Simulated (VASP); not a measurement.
Calculation: PBE GGA with D3 dispersion (zero damping), VASP's PBE PAW potentials (set 64) (plane waves; VASP).

VASP ran on this input.

File POSCAR:
```
CoAl
1.0
  2.7930079093   0.0000000000   0.0000000000
  0.0000000000   2.7930079093   0.0000000000
  0.0000000000   0.0000000000   2.7930079093
Al Co
1 1
Cartesian
  1.3965039546   1.3965039546   1.3965039546
  0.0000000000   0.0000000000   0.0000000000
```

### INCAR
```
! general
SYSTEM =CoAl
PREC   =Accurate
ENCUT  =520
LREAL  =.FALSE.   ! projection in real space or not
LASPH  =.TRUE.   ! aspherical one-centre terms

! electronic loop
EDIFF  =1E-7
NELM   =100   ! most electronic steps
ALGO   =Normal   ! blocked Davidson
LMAXMIX=4   ! l cut-off of mixed one-centre charges

! smearing
ISMEAR =1   ! Methfessel-Paxton
SIGMA  =0.1   ! width (eV)

! functional
GGA    =PE   ! PBE
IVDW   =11   ! D3, zero damping

! ions
ISIF   =2

! output
LWAVE  =.FALSE.
LCHARG =.FALSE.
```

**KPOINTS**
```
kpoints
0
gamma
 13 13 13
0 0 0
```

POTCAR, in this order: Al Co (PBE.64 set). Program: vasp_std.

**Question.** Predict the energy per atom (σ→0), dispersion energy, pressure, band gap (on the k-mesh).

**Answer.** 
```json
{
 "energy per atom (σ→0)": "-6.310 eV/atom",
 "dispersion_energy": "-0.684 eV",
 "band gap (on the k-mesh)": "none (metal, semimetal or under 0.01 eV)",
 "pressure": "6.23 GPa"
}
```

### OSZICAR
```
...
DAV:   7    -0.119639987989E+02    0.39656E+01   -0.30358E+01  1856   0.801E+01    0.194E+00
DAV:   8    -0.119515962694E+02    0.12403E-01   -0.21095E-01  1760   0.424E+00    0.119E+00
DAV:   9    -0.119368352347E+02    0.14761E-01   -0.48224E-02  2046   0.316E+00    0.301E-01
DAV:  10    -0.119364030883E+02    0.43215E-03   -0.13409E-03  2262   0.533E-01    0.148E-01
DAV:  11    -0.119363899953E+02    0.13093E-04   -0.23050E-05  1934   0.447E-02    0.184E-02
DAV:  12    -0.119363861017E+02    0.38936E-05   -0.19304E-05  2012   0.631E-02    0.560E-03
DAV:  13    -0.119363861404E+02   -0.38680E-07   -0.28945E-07  1680   0.518E-03
   1 F= -.12620735E+02 E0= -.12620583E+02  d E =-.457283E-03
```

The compound is CoAl in the CsCl type structure. This cell is one point of a volume scan, at 0.97 of the reference volume. The run is not spin-polarised, so no magnetic state was tried.
